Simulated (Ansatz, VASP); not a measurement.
# Cross-check of WSe2 between VASP and Ansatz, part 2 of 2

Wanted: the spread between two codes on one cell, functional and k mesh. The cell is taken from a series of runs on this material, whose earlier steps may have relaxed, scaled, displaced or heated it; both programs get it as it stands.

VASP 6.6.1 and Ansatz 0.2.0.

So far: The structure; VASP: zone-centre phonons, PBEsol.

## Step 2: VASP: zone-centre phonons, PBEsol (continued)

Level of this step: PBEsol, no spin polarisation; plane waves and PAW (W, Se) (VASP).

Numbers of over 12 decimals in the logs are rounded to 6 here.

OUTCAR, selected parts (step 2):

```text
ion  position               nearest neighbor table
   1  0.333  0.667  0.250-   4 2.53   6 2.53   4 2.53   6 2.53   4 2.53   6 2.53
   2  0.667  0.333  0.750-   3 2.53   5 2.53   3 2.53   5 2.53   3 2.53   5 2.53
   3  0.333  0.667  0.622-   2 2.53   2 2.53   2 2.53
   4  0.667  0.333  0.122-   1 2.53   1 2.53   1 2.53
   5  0.333  0.667  0.878-   2 2.53   2 2.53   2 2.53
   6  0.667  0.333  0.378-   1 2.53   1 2.53   1 2.53

  LATTYP: Found a hexagonal cell.
 ALAT       =     3.2900000000
 C/A-ratio  =     3.9422492401

 Subroutine GETGRP returns: Found 24 space group operations
 (whereof 12 operations were pure point group operations)

The static configuration has the point symmetry D_3d.
 The point group associated with its full space group is D_6h.

 Found     24 irreducible k-points:

   k-points           NKPTS =     24   k-points in BZ     NKDIM =     24   number of bands    NBANDS=     24

   dimension x,y,z NGX =    28 NGY =   28 NGZ =  108
   dimension x,y,z NGXF=    56 NGYF=   56 NGZF=  216

   ENCUT  =  600.0 eV  44.10 Ry    6.64 a.u.   6.57  6.57 25.90*2*pi/ulx,y,z

   NELECT =      36.0000    total number of electrons

 k-points in reciprocal lattice and weights: Automatic mesh
   0.00000000  0.00000000  0.00000000       0.006
   0.11111111  0.00000000  0.00000000       0.037
   0.22222222 -0.00000000  0.00000000       0.037
   0.33333333  0.00000000  0.00000000       0.037
   0.44444444 -0.00000000  0.00000000       0.037
   0.11111111  0.11111111  0.00000000       0.037
   0.22222222  0.11111111  0.00000000       0.074
   0.33333333  0.11111111  0.00000000       0.074
   0.44444444  0.11111111  0.00000000       0.037
[...]
0.33333333  0.22222222  0.50000000       0.074
   0.33333333  0.33333333  0.50000000       0.012

 average (electrostatic) potential at core
       1 -40.4901       2 -40.4901       3 -53.1951       4 -53.1951       5 -53.1951
       6 -53.1951

  Total       -1.0961149     -1.0961149      0.2915500     -0.0000000      0.0000000     -0.0000000
  in kB      -14.4445584    -14.4445584      3.8420346     -0.0000000      0.0000000     -0.0000000
  external PRESSURE =      -8.3490274 kB  Pullay stress =       0.0000000 kB

  energy-cutoff  :      600.00
  volume of cell :      121.58
      direct lattice vectors                 reciprocal lattice vectors
     3.290000000  0.000000000  0.000000000     0.303951368  0.175486404  0.000000000
    -1.645000000  2.849223579  0.000000000     0.000000000  0.350972808  0.000000000
     0.000000000  0.000000000 12.970000000     0.000000000  0.000000000  0.077101002

 POSITION                                       TOTAL-FORCE (eV/Angst)
[...]
1.64500      0.94974      9.72750         0.000000      0.000000      0.000000
     -0.00000      1.89948      8.06168         0.000000      0.000000      0.018239
      1.64500      0.94974      1.57668        -0.000000     -0.000000      0.018239
     -0.00000      1.89948     11.39332        -0.000000      0.000000     -0.018239
      1.64500      0.94974      4.90832         0.000000     -0.000000     -0.018239
 -----------------------------------------------------------------------------------
    total drift:                               -0.000000      0.000000     -0.000000

 Eigenvectors and eigenvalues of the dynamical matrix
 ----------------------------------------------------

   1 f  =    9.183107 THz    57.699161 2PiTHz  306.315467 cm-1    37.978261 meV
             X         Y         Z           dx          dy          dz
     -0.000000  1.899482  3.242500     0.000000   -0.000000   -0.477347
      1.645000  0.949741  9.727500    -0.000000    0.000000    0.477347
     -0.000000  1.899482  8.061682     0.000000   -0.000000   -0.368876
      1.645000  0.949741  1.576682    -0.000000    0.000000    0.368876
     -0.000000  1.899482 11.393318     0.000000   -0.000000   -0.368876
      1.645000  0.949741  4.908318    -0.000000    0.000000    0.368876

   2 f  =    9.114923 THz    57.270751 2PiTHz  304.041106 cm-1    37.696276 meV
             X         Y         Z           dx          dy          dz
     -0.000000  1.899482  3.242500    -0.000000    0.000000    0.480647
      1.645000  0.949741  9.727500    -0.000000    0.000000    0.480647
     -0.000000  1.899482  8.061682     0.000000   -0.000000   -0.366728
      1.645000  0.949741  1.576682     0.000000   -0.000000   -0.366728
     -0.000000  1.899482 11.393318     0.000000   -0.000000   -0.366728
      1.645000  0.949741  4.908318     0.000000   -0.000000   -0.366728

   3 f  =    7.527681 THz    47.297817 2PiTHz  251.096424 cm-1    31.131975 meV
             X         Y         Z           dx          dy          dz
     -0.000000  1.899482  3.242500    -0.000000    0.000000    0.000000
      1.645000  0.949741  9.727500    -0.000000   -0.000000    0.000000
     -0.000000  1.899482  8.061682     0.000000    0.000000   -0.500000
      1.645000  0.949741  1.576682     0.000000   -0.000000   -0.500000
     -0.000000  1.899482 11.393318     0.000000    0.000000    0.500000
      1.645000  0.949741  4.908318     0.000000   -0.000000    0.500000

   4 f  =    7.482941 THz    47.016704 2PiTHz  249.604037 cm-1    30.946942 meV
             X         Y         Z           dx          dy          dz
     -0.000000  1.899482  3.242500    -0.000000    0.000000   -0.000000
      1.645000  0.949741  9.727500     0.000000    0.000000   -0.000000
     -0.000000  1.899482  8.061682    -0.000000   -0.000000    0.500000
      1.645000  0.949741  1.576682     0.000000   -0.000000   -0.500000
     -0.000000  1.899482 11.393318    -0.000000   -0.000000   -0.500000
      1.645000  0.949741  4.908318     0.000000   -0.000000    0.500000

   5 f  =    7.351492 THz    46.190788 2PiTHz  245.219386 cm-1    30.403315 meV
             X         Y         Z           dx          dy          dz
     -0.000000  1.899482  3.242500     0.000001   -0.480627   -0.000000
      1.645000  0.949741  9.727500     0.000001   -0.480627   -0.000000
     -0.000000  1.899482  8.061682    -0.000000    0.366741    0.000000
      1.645000  0.949741  1.576682    -0.000000    0.366741   -0.000000
     -0.000000  1.899482 11.393318    -0.000000    0.366741   -0.000000
      1.645000  0.949741  4.908318    -0.000000    0.366741    0.000000

   6 f  =    7.351492 THz    46.190788 2PiTHz  245.219386 cm-1    30.403315 meV
             X         Y         Z           dx          dy          dz
     -0.000000  1.899482  3.242500     0.480627    0.000001    0.000000
      1.645000  0.949741  9.727500     0.480627    0.000001    0.000000
     -0.000000  1.899482  8.061682    -0.366741   -0.000000   -0.000000
      1.645000  0.949741  1.576682    -0.366741   -0.000000   -0.000000
     -0.000000  1.899482 11.393318    -0.366741   -0.000000    0.000000
      1.645000  0.949741  4.908318    -0.366741   -0.000000    0.000000

   7 f  =    7.348136 THz    46.169702 2PiTHz  245.107442 cm-1    30.389436 meV
             X         Y         Z           dx          dy          dz
     -0.000000  1.899482  3.242500    -0.000004    0.479748    0.000000
      1.645000  0.949741  9.727500     0.000004   -0.479748    0.000000
     -0.000000  1.899482  8.061682    -0.000003    0.367316    0.000000
      1.645000  0.949741  1.576682     0.000003   -0.367316    0.000000
     -0.000000  1.899482 11.393318    -0.000003    0.367316   -0.000000
      1.645000  0.949741  4.908318     0.000003   -0.367316   -0.000000

   8 f  =    7.348136 THz    46.169702 2PiTHz  245.107442 cm-1    30.389436 meV
             X         Y         Z           dx          dy          dz
     -0.000000  1.899482  3.242500     0.479748    0.000004   -0.000000
      1.645000  0.949741  9.727500    -0.479748   -0.000004   -0.000000
     -0.000000  1.899482  8.061682     0.367316    0.000003    0.000000
      1.645000  0.949741  1.576682    -0.367316   -0.000003   -0.000000
     -0.000000  1.899482 11.393318     0.367316    0.000003   -0.000000
      1.645000  0.949741  4.908318    -0.367316   -0.000003    0.000000

   9 f  =    5.234566 THz    32.889746 2PiTHz  174.606315 cm-1    21.648414 meV
             X         Y         Z           dx          dy          dz
     -0.000000  1.899482  3.242500     0.000000   -0.000000   -0.000000
      1.645000  0.949741  9.727500    -0.000000   -0.000000   -0.000000
     -0.000000  1.899482  8.061682    -0.000003   -0.500000   -0.000000
      1.645000  0.949741  1.576682    -0.000003   -0.500000   -0.000000
     -0.000000  1.899482 11.393318     0.000003    0.500000   -0.000000
      1.645000  0.949741  4.908318     0.000003    0.500000   -0.000000

  10 f  =    5.234566 THz    32.889746 2PiTHz  174.606315 cm-1    21.648414 meV
             X         Y         Z           dx          dy          dz
     -0.000000  1.899482  3.242500    -0.000000   -0.000000    0.000000
      1.645000  0.949741  9.727500     0.000000   -0.000000    0.000000
     -0.000000  1.899482  8.061682     0.500000   -0.000003   -0.000000
      1.645000  0.949741  1.576682     0.500000   -0.000003    0.000000
     -0.000000  1.899482 11.393318    -0.500000    0.000003    0.000000
      1.645000  0.949741  4.908318    -0.500000    0.000003    0.000000

  11 f  =    5.184639 THz    32.576048 2PiTHz  172.940946 cm-1    21.441935 meV
             X         Y         Z           dx          dy          dz
     -0.000000  1.899482  3.242500    -0.000000   -0.000000   -0.000000
      1.645000  0.949741  9.727500    -0.000000    0.000000   -0.000000
     -0.000000  1.899482  8.061682    -0.000002   -0.500000   -0.000000
      1.645000  0.949741  1.576682     0.000002    0.500000    0.000000
     -0.000000  1.899482 11.393318     0.000002    0.500000   -0.000000
      1.645000  0.949741  4.908318    -0.000002   -0.500000   -0.000000

  12 f  =    5.184639 THz    32.576048 2PiTHz  172.940946 cm-1    21.441935 meV
             X         Y         Z           dx          dy          dz
     -0.000000  1.899482  3.242500     0.000000    0.000000    0.000000
      1.645000  0.949741  9.727500     0.000000   -0.000000    0.000000
     -0.000000  1.899482  8.061682     0.500000   -0.000002   -0.000000
      1.645000  0.949741  1.576682    -0.500000    0.000002   -0.000000
     -0.000000  1.899482 11.393318    -0.500000    0.000002    0.000000
      1.645000  0.949741  4.908318     0.500000   -0.000002    0.000000

  13 f  =    1.003375 THz     6.304393 2PiTHz   33.468998 cm-1     4.149625 meV
             X         Y         Z           dx          dy          dz
     -0.000000  1.899482  3.242500    -0.000000   -0.000000    0.521670
      1.645000  0.949741  9.727500     0.000000    0.000000   -0.521670
     -0.000000  1.899482  8.061682     0.000000    0.000000   -0.337536
      1.645000  0.949741  1.576682    -0.000000   -0.000000    0.337536
     -0.000000  1.899482 11.393318     0.000000    0.000000   -0.337536
      1.645000  0.949741  4.908318    -0.000000   -0.000000    0.337536
    [... 43 further lines ...]
     -0.000000  1.899482 11.393318    -0.031733    0.338370    0.000000
      1.645000  0.949741  4.908318    -0.031733    0.338370    0.000000

 ELASTIC MODULI CONTR FROM IONIC RELAXATION (kBar)
 Direction    XX          YY          ZZ          XY          YZ          ZX
 --------------------------------------------------------------------------------
 XX        -446.8706   -276.0901   -933.9427      0.0000     -0.0000     -0.0000
 YY        -276.0901   -446.8706   -933.9427     -0.0000      0.0000      0.0000
 ZZ        -933.9427   -933.9427  -2412.9915      0.0000      0.0000      0.0000
 XY           0.0000     -0.0000      0.0000    -85.3903      0.0000     -0.0000
 YZ          -0.0000     -0.0000      0.0000      0.0000  -1192.4241      0.0000
 ZX          -0.0000      0.0000      0.0000     -0.0000      0.0000  -1060.3023
 --------------------------------------------------------------------------------
```

This run has no spin polarisation, so a moment on W, if there is one, isn't seen. The data set W keeps the semicore shell frozen, which is cheaper and a little less accurate.

## Step 3: Ansatz: zone-centre phonons, PBEsol

Ansatz runs on its PAW soft_1 files.

The same cell, functional and mesh now go to Ansatz, which takes its cutoff from its data sets.

File input.yaml:

```yaml
crystal:
  lattice:
    - [3.29, 0.0, 0.0]
    - [-1.645, 2.8492235785, 0.0]
    - [0.0, 0.0, 12.97]
  atoms:
    - { symbol: W, position: [0.3333333333, 0.6666666667, 0.25] }
    - { symbol: W, position: [0.6666666667, 0.3333333333, 0.75] }
    - { symbol: Se, position: [0.3333333333, 0.6666666667, 0.6215637461] }
    - { symbol: Se, position: [0.6666666667, 0.3333333333, 0.1215637461] }
    - { symbol: Se, position: [0.3333333333, 0.6666666667, 0.8784362539] }
    - { symbol: Se, position: [0.6666666667, 0.3333333333, 0.3784362539] }
kpoints:
  mp_grid: { grid: [9, 9, 2] }
hamiltonian:
  xc: pbesol
  pseudopotentials: { kind: paw, azcp: { folder: soft_1 }, xc_functional: pbe }
scf:
  occupations: { method: fixed }
output:
  eigenvalues: true
phonons:
  method: dfpt
```

The run is started by

```
$ ansatz run input.yaml --threads 4 --pin off --max-ram 8192MiB --backend cpu --events-out ev --progress --plain --runs-dir out
```

The log of the run:

```text
Engine: ansatz 0.2.0, x86_64-unknown-linux-gnu
Pseudopotentials: kind: paw
Pseudopotential: W, paw, valence charge 14, recommended cutoff 420 eV (normal), soft_1/W.paw.azcp
Pseudopotential: Se, paw, valence charge 16, recommended cutoff 420 eV (normal), soft_1/Se.paw.azcp
Functional definition: PBEsol
  exchange = pbesol_x
  correlation = pbesol_c
Crystal: 6 atoms, lattice volume = 121.580 Å³
Basis set: ecut = 420 eV, 2419 PW (Γ), exchange–correlation on 48×48×180 points (8 copies of the dense FFT grid, shifted against one another)
Bands: 56, of which v1, the nominal top of the filled ones, is band 46 counted from 1 (45 counted from 0)
Symmetry: 24 space group operations
k-points: 50 of 162 (irreducible under 2 space group operations, time reversal used)
Non-local potential: W, projectors of the file, l = 0: 3, l = 1: 2, l = 2: 2, l = 3: 1
Non-local potential: Se, projectors of the file, l = 0: 2, l = 1: 2, l = 2: 3, l = 3: 1
PAW form: soft (Blöchl's): semilocal exchange-correlation on the pseudo side does not see the compensation charge
PAW frozen core: W, regenerated for the run's functional, and the local potential with it (the file was generated under x = pbe(κ = 0.804, μ = 0.219515), c = pbe(β = 0.066725))
PAW frozen core: Se, regenerated for the run's functional, and the local potential with it (the file was generated under x = pbe(κ = 0.804, μ = 0.219515), c = pbe(β = 0.066725))
PAW one-centre angular grid: W, 590 points (default); XC on 64 Gauss nodes
PAW one-centre angular grid: Se, 590 points (default); XC on 64 Gauss nodes
Initial density: superposition of atomic densities (chi_scale 0.1, normalization cell, long waves kept (reshape's long-wave potential 0.04 eV rms))
Initial wavefunctions: pseudopotential atomic-orbital guess
Functional: x = pbesol(κ = 0.804, μ = 0.123457), c = pbesol(β = 0.046)
SCF iter   1: F=—  HF=-42216.723349 eV  |F-HF|=—  |Δ(HF+E_count)|=         —  Δρ=3.67e-2  dr2=5.74e0  ethr=3.10e-3  ⟨swp⟩=4.8  Hψ=8616  notcnv=0  defer=306
preconditioner: auto → Resta (q_TF=auto, 2.604 Å⁻¹)  ε∞=6.0  [insulator: Δε(μ)=0.804 eV  Ē_g=8.992 eV  n_scr=40 (ndim 8)  ℏωp=20.2 eV  f_vac=0.022  ε∞_Penn≈6.0]
SCF iter   2: F=—  HF=-42215.846326 eV  |F-HF|=—  |Δ(HF+E_count)|=   8.77e-1  Δρ=2.23e-2  dr2=8.13e-1  ethr=3.10e-3  ⟨swp⟩=2.1  Hψ=3796  notcnv=0  defer=204
SCF iter   3: F=—  HF=-42215.639548 eV  |F-HF|=—  |Δ(HF+E_count)|=   2.07e-1  Δρ=8.55e-3  dr2=2.43e-1  ethr=8.84e-4  ⟨swp⟩=2.1  Hψ=3544  notcnv=0  defer=352
SCF iter   4: F=—  HF=-42215.590573 eV  |F-HF|=—  |Δ(HF+E_count)|=   4.90e-2  Δρ=2.25e-3  dr2=8.30e-3  ethr=2.64e-4  ⟨swp⟩=2.0  Hψ=3494  notcnv=0  defer=382
SCF iter   5: F=—  HF=-42215.590524 eV  |F-HF|=—  |Δ(HF+E_count)|=   4.96e-5  Δρ=9.61e-4  dr2=1.83e-3  ethr=9.02e-6  ⟨swp⟩=2.0  Hψ=5104  notcnv=0  defer=398
SCF iter   6: F=—  HF=-42215.590850 eV  |F-HF|=—  |Δ(HF+E_count)|=   3.26e-4  Δρ=3.71e-4  dr2=1.84e-4  ethr=1.99e-6  ⟨swp⟩=2.0  Hψ=4960  notcnv=0  defer=398
SCF iter   7: F=—  HF=-42215.591018 eV  |F-HF|=—  |Δ(HF+E_count)|=   1.68e-4  Δρ=8.12e-5  dr2=7.50e-6  ethr=2.00e-7  ⟨swp⟩=2.0  Hψ=3638  notcnv=0  defer=218
SCF iter   8: F=—  HF=-42215.591023 eV  |F-HF|=—  |Δ(HF+E_count)|=   4.42e-6  Δρ=2.76e-5  dr2=8.41e-7  ethr=8.15e-9  ⟨swp⟩=2.0  Hψ=4976  notcnv=0  defer=118
SCF iter   9: F=—  HF=-42215.591024 eV  |F-HF|=—  |Δ(HF+E_count)|=   1.48e-6  Δρ=7.56e-6  dr2=4.31e-8  ethr=9.14e-10  ⟨swp⟩=2.0  Hψ=3578  notcnv=0  defer=118
SCF iter  10: F=—  HF=-42215.591024 eV  |F-HF|=—  |Δ(HF+E_count)|=   2.09e-8  Δρ=9.85e-7  dr2=1.11e-9  ethr=4.69e-11  ⟨swp⟩=2.1  Hψ=3964  notcnv=0  defer=118
SCF iter  11: F=—  HF=-42215.591024 eV  |F-HF|=—  |Δ(HF+E_count)|=   1.55e-9  Δρ=3.21e-7  dr2=1.04e-10  ethr=1.00e-12  ⟨swp⟩=14.0  Hψ=17168  notcnv=0
SCF iter  12: F=-42215.591024 eV  HF=-42215.591024 eV  |F-HF|=0.00e0  |Δ(HF+E_count)|=  3.64e-11  Δρ=6.11e-8  dr2=4.72e-12  ethr=1.00e-12  ⟨swp⟩=5.9  Hψ=12330  notcnv=0
SCF 1 converged in 12 iterations: F = -42215.591024 eV  dr2 = 4.72e-12
  greatest PAW one-centre occupation: 1.000 electrons in one spin orbital (limit 2), on the Se atom at site 5 (counted from 0), in its partial waves of l = 2
DFPT response loops at Γ: preconditioner auto → Resta (q_TF=auto, 2.604 Å⁻¹)  ε∞=7.6 (no band partly filled); β = 1.00, the filter's whole step (`scf.mixing.beta` (0.50) is not read by the response loops at its default; to damp them type it under 1.00, their step now; it binds the ground state too); Broyden in place of MSR1
SCF converged after 12 iterations
Free energy (F): -42215.591024 eV
Harris-Foulkes:  -42215.591024 eV  (|F-HF|=0.00e0)
Internal energy: -42215.591024 eV  (E = F + TS)
E sigma→0 (E₀):  -42215.591024 eV
Fermi energy:    12.446316 eV
--- Per-component energies (eV) ---
  E_band       = -1732.814942
  E_kinetic    = 1289.947242
  E_local      = -12274.039037  (includes V_loc(G=0)·N_el)
  E_nonlocal   = -1455.623486
  E_hartree    = 6308.906103
  E_xc         = -871.768008
  E_vxc        = -825.903625  (∫ρ·V_xc dr)
  E_paw        = -25247.377952  (= ΣΔE_a)
  E_vpaw       = -1085.007040  (= ΣTr[D̂ρ^β])
  E_aug_tail   = -0.001192  (compensation charges beyond the density's cutoff)
  E_ewald      = -9970.112218
  E_core_change = 4.477523  (= ΣΔE_core)
  E_smearing   = -0.000000  (= −TS)
  E_closure    = 0.000000  (closes the sum)
  Σ components = -42215.591024   (vs F -42215.591024, Δ=0.00e0)
--- Band table (eV; the first three rows and the last of 50) ---
  k-point 0: bands = [... 42 lower, 10.9026, 11.3230, 11.3831, 12.4463, 15.0755, 15.0755, 15.1233, 15.1233, ... 6 higher]
  k-point 1: bands = [... 42 lower, 10.8759, 10.8759, 12.2292, 12.2292, 15.0826, 15.0826, 15.0826, 15.0826, ... 6 higher]
  k-point 2: bands = [... 42 lower, 10.7866, 11.3578, 11.5781, 12.1350, 14.5754, 14.7445, 14.8780, 14.9265, ... 6 higher]
  k-point 49: bands = [... 42 lower, 10.3884, 10.3884, 11.4461, 11.4461, 13.9476, 13.9476, 14.8115, 14.8115, ... 6 higher]
--- Phonons (Γ-DFPT): 4 representative perturbations + reference, on 50 of 162 k-points (Σ response iterations 15) ---
  k mesh reduced under 2 symmetry operations, with k and −k counted as one. Each operation leaves every solved perturbation unchanged. A smaller set is not used because it would not reduce the number of displacements times k-points to solve
  ASR residual: 5.566e-5 → 0.000e0 eV/Å²; symmetrization residual: 4.743e-5 eV/Å²
  ASR residual per site (eV/Å²): 4.92e-5 4.92e-5 5.57e-5 5.57e-5 5.57e-5 5.57e-5
  Γ frequencies (cm⁻¹): 0.00 0.00 0.00 22.07 22.07 33.55 172.31 172.31 173.67 173.67 244.48 244.48 244.61 244.61 246.71 248.76 303.38 305.33
  non-analytic LO–TO correction: not included (Born effective charges unavailable; polar crystals: no LO–TO splitting at Γ)
```

The column dr2 measures how far the density is from self-consistency, as an energy; F and HF (Harris–Foulkes) agree once it is small.

## Step 4: Side by side

Known differences besides the potentials themselves: fixed occupations in Ansatz, narrow Gaussian smearing in VASP; the data sets hold 92 valence electrons in Ansatz (on its PAW soft_1 files) and 36 in VASP; the cutoff is 420 eV in Ansatz and 600 eV in VASP; Ansatz makes its cores anew for this functional, VASP keeps those of its PBE data sets. Total energies have different zeros and are not compared.

Compared:

```csv
quantity,Ansatz,VASP,difference
optical mode 1 to 2 (cm⁻¹),22.1,22.4,-0.3
optical mode 3 (cm⁻¹),33.5,33.5,+0.1
optical mode 4 to 5 (cm⁻¹),172.3,172.9,-0.36 %
optical mode 6 to 7 (cm⁻¹),173.7,174.6,-0.54 %
optical mode 8 to 11 (cm⁻¹),244.5,245.1,-0.26 %
optical mode 12 (cm⁻¹),246.7,249.6,-1.16 %
optical mode 13 (cm⁻¹),248.8,251.1,-0.93 %
optical mode 14 (cm⁻¹),303.4,304.0,-0.22 %
optical mode 15 (cm⁻¹),305.3,306.3,-0.32 %
```

Modes are paired by rising frequency, not by their patterns, so a pair may set unlike modes beside each other; they are those without the splitting of longitudinal modes.

## Step 5: Outcome

* r.m.s. difference of the optical zone-centre modes, each program's sorted by frequency (zone-centre phonons, PBEsol): 1.1 cm⁻¹
* difference in optical mode 12 (zone-centre phonons, PBEsol): -1.2 %

What this shows: The r.m.s. difference of the optical zone-centre modes, each program's sorted by frequency is 1.1 cm⁻¹ (zone-centre phonons, PBEsol). The data sets hold unlike numbers of valence electrons (92 in Ansatz and 36 in VASP), so part of the differences comes from the potentials. Among the rows given in per cent, the largest difference of the zone-centre phonons, PBEsol pair is in optical mode 12, -1.2 %. How closely two codes agree says nothing of how well the functional describes the real material.

[Lines on the potential files, build, host, timing and source positions are cut from VASP's logs without a mark.]

[Logs are printed without paths, hosts, clocks, repeated set-up lines and the standing remarks that a program may print on its own settings, such as how far it seeks lower states.]

[Hosts, paths, dates, database ids (printed as entryN), source tags and the programs' standing remarks are cut or masked in the printed files.]
